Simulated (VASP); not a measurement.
An input for Quantum ESPRESSO's pw.x (written as the equivalent of a VASP run, and not itself run):

```
&CONTROL
  calculation = 'scf'
  pseudo_dir = './pseudo'
  outdir = './out'
  tprnfor = .true.
  tstress = .true.
/
&SYSTEM
  ibrav = 0
  nat = 2
  ntyp = 1
  ecutwfc = 78
  occupations = 'smearing'
  smearing = 'gaussian'
  degauss = 0.000735
  input_dft = 'pbe'
/
&ELECTRONS
  conv_thr = 7.3e-10
  electron_maxstep = 100
/
ATOMIC_SPECIES
  Ge 72.630 Ge.upf
CELL_PARAMETERS angstrom
     0.0000000    2.7514540    2.7514540
     2.7514540    0.0000000    2.7514540
     2.7514540    2.7514540    0.0000000
ATOMIC_POSITIONS crystal
  Ge   0.0000000  0.0000000  0.0000000
  Ge   0.2500000  0.2500000  0.2500000
K_POINTS automatic
  4 4 4 0 0 0
```

Problem. Translate this input to VASP (INCAR, KPOINTS, POSCAR, choice of POTCAR).

Solution. This is not unique; one that fits is 
INCAR:
```
SIGMA = 0.01
PREC = Normal
ENCUT = 500   ! plane-wave cut-off (eV)
LASPH = .True.
ISMEAR = 0   ! Gaussian
ALGO = Normal
SYSTEM = Ge
NELM = 100   ! most electronic steps
LCHARG = .False.
LWAVE = .True.
LREAL = .False.
EDIFF = 1E-8   ! SCF stop (eV)
GGA = PE
```

**POSCAR**
```
Ge
1
    0.0000000000     2.7514540000     2.7514540000
    2.7514540000     0.0000000000     2.7514540000
    2.7514540000     2.7514540000     0.0000000000
Ge
2
Direct
  0.0000000000   0.0000000000   0.0000000000
  0.2500000000   0.2500000000   0.2500000000
```

**KPOINTS**
```
Automatic mesh
0
Gamma
4 4 4
0 0 0
```

POTCAR, in this order: Ge_d_GW (PBE.64 set). Program: vasp_std.

What does not carry over: the potentials are each code's own (VASP's PAW set, PseudoDojo norm-conserving files in pw.x), so ENCUT and ecutwfc are chosen apart and not converted; conv_thr bounds pw.x's estimated SCF error, while EDIFF bounds the energy change between steps.

The compound is Ge in the diamond structure. This cell is one point of a volume scan, at 0.92 of the reference volume. The k-mesh is coarse (spacing up to 0.49 per Å, 2π included), so the numbers may not be converged in it.
